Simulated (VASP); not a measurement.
Consider the following.

```
CuRhO2
1.0
    1.53383     0.88555     5.65813
   -1.53383     0.88555     5.65813
    0.00000    -1.77111     5.65813
Cu Rh O
1 1 2
Direct
  0.00000   0.00000   0.00000
  0.50000   0.50000   0.50000
  0.89234   0.89234   0.89234
  0.10766   0.10766   0.10766
```

Level of theory: PBEsol GGA, VASP's PBE PAW potentials (set 64) (plane waves; VASP). Settings: 520 eV cut-off, Gaussian smearing of 0.050 eV, potentials Cu Rh_pv O.

**Question.** Give the energies of bands 9 to 22 at the high-symmetry points, in eV from the valence-band maximum.

**Answer.** 
```csv
band,Γ,T,H2,L,S0,F
9,-4.34,-6.04,-6.13,-5.83,-6.16,-5.97
10,-3.77,-3.88,-5.58,-5.37,-5.59,-4.48
11,-3.31,-3.88,-4.70,-4.66,-4.70,-4.28
12,-3.31,-3.66,-2.16,-2.65,-2.14,-2.95
13,-2.16,-2.07,-2.00,-1.79,-2.02,-2.38
14,-2.16,-2.07,-1.99,-1.60,-1.99,-1.92
15,-2.02,-1.80,-1.73,-1.54,-1.68,-1.53
16,-2.02,-1.80,-1.35,-1.47,-1.38,-1.46
17,-1.64,-1.21,-1.34,-0.84,-1.33,-0.83
18,-1.64,-1.21,-0.49,-0.67,-0.47,-0.79
19,-0.78,-0.25,-0.01,-0.57,-0.01,-0.26
20,2.09,2.60,1.98,1.98,1.94,1.79
21,2.89,2.60,2.00,2.51,2.00,2.79
22,2.89,3.20,4.48,3.02,4.76,2.80
```

The gap is indirect, 0.76 eV, from the valence maximum at S2-F at 0.09 to the conduction minimum at F-Γ at 0.36.

The structure comes from a computed database's CuRhO2 entry (R-3m); how it stands against other phases isn't given here. It was relaxed first.
